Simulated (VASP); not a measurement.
Data:

```
BaS
1.0
    0.00000     3.22504     3.22504
    3.22504     0.00000     3.22504
    3.22504     3.22504     0.00000
Ba S
1 1
Direct
  0.00000   0.00000   0.00000
  0.50000   0.50000   0.50000
```

Method: r2SCAN meta-GGA, VASP's PBE PAW potentials (set 64) (plane waves; VASP 6.6.1). Run with 520 eV cut-off, 8×8×8 Γ-centred mesh, tetrahedra with Blöchl corrections, potentials Ba_sv S.

Unless said otherwise, spin-orbit coupling is left out, though it shifts the bands of the heavy elements here.

Task: Give the energies of bands 6 to 11 at the high-symmetry points, in eV from the valence-band maximum.

Result: 
```json
[
 {"band": "6", "Γ": "0.00", "X": "-0.56", "U": "-0.91", "L": "-1.85", "W": "-1.06"},
 {"band": "7", "Γ": "0.00", "X": "-0.15", "U": "-0.58", "L": "-1.03", "W": "-0.50"},
 {"band": "8", "Γ": "0.00", "X": "-0.15", "U": "-0.56", "L": "-1.03", "W": "-0.50"},
 {"band": "9", "Γ": "4.07", "X": "2.51", "U": "3.69", "L": "5.93", "W": "4.68"},
 {"band": "10", "Γ": "4.30", "X": "6.45", "U": "6.36", "L": "6.04", "W": "4.68"},
 {"band": "11", "Γ": "4.30", "X": "6.54", "U": "7.08", "L": "6.74", "W": "6.79"}
]
```

The gap is indirect, 2.51 eV, from the valence maximum at Γ to the conduction minimum at X.

The compound is BaS in the rock salt structure. It was relaxed first.
